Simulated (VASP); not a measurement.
VASP runs on EuO (space group Fm-3m) share one base input (PBE GGA, plane waves, VASP's PBE PAW potentials (set 64)) and change the settings named in each case.

File KPOINTS:
```
Automatic mesh
0
Gamma
8 8 8
0 0 0
```

### POSCAR
```
EuO
3.6345290
  0.0000000000   0.7071067530   0.7071067530
  0.7071067530   0.0000000000   0.7071067530
  0.7071067530   0.7071067530   0.0000000000
Eu O
1 1
Cartesian
  0.0000000000   0.0000000000   0.0000000000
  0.7071067530   0.7071067530   0.7071067530
```

**INCAR**
```
ALGO = Normal
EDIFF = 1E-6
ENCUT = 400
GGA = PE
ISIF = 2
ISMEAR = -1
ISPIN = 2
LASPH = T
LCHARG = F
LMAXMIX = 6
LORBIT = 11
LREAL = F
LWAVE = F
MAGMOM = 7.0 0.0
NELM = 100
PREC = Accurate
SIGMA = 0.02
SYSTEM = EuO
```

POTCAR, in this order: Eu O (PBE.64 set). Program: vasp_std.

```
change                                                                                                                                       E(σ→0) (eV/atom)  pressure (GPa)  −TS (eV)
-------------------------------------------------------------------------------------------------------------------------------------------  ----------------  --------------  --------
base run                                                                                                                                             -11.0060           -7.73   -0.0014
GGA = PS                                                                                                                                             -11.3370          -12.89   -0.0016
GGA_COMPAT = .FALSE., ISPIN removed, ISYM = 0, LNONCOLLINEAR = .TRUE., LSORBIT = .TRUE., MAGMOM = 0.0 0.0 7.0 0.0 0.0 0.0, program vasp_ncl          -11.2902             [?]       [?]
KPOINTS 2×2×2 Γ-centred mesh                                                                                                                         -10.9895           -9.35   -0.0058
LDAU = .TRUE., LDAUJ = 0 0, LDAUL = 3 -1, LDAUTYPE = 2, LDAUU = 3.0 0                                                                                -10.7491           -4.71   -0.0007
```

What belongs in the gaps?

- GGA_COMPAT = .FALSE., ISPIN removed, ISYM = 0, LNONCOLLINEAR = .TRUE., LSORBIT = .TRUE., MAGMOM = 0.0 0.0 7.0 0.0 0.0 0.0, program vasp_ncl, pressure (GPa): -8.01
- GGA_COMPAT = .FALSE., ISPIN removed, ISYM = 0, LNONCOLLINEAR = .TRUE., LSORBIT = .TRUE., MAGMOM = 0.0 0.0 7.0 0.0 0.0 0.0, program vasp_ncl, −TS (eV): -0.0013

Energies of different potentials or functionals have different zeros.  At 400 eV the pressure can carry a Pulay error.

Left out are runs that ran out of time, are held back, or changed the cell or the kind of run, fixed moments of cells without a moment, rows past the twelfth, gaps on odd meshes, pressures of charged cells and columns that move by less than the noise.

The structure is a typed EuO crystal (Fm-3m). The cell was not relaxed at this level.
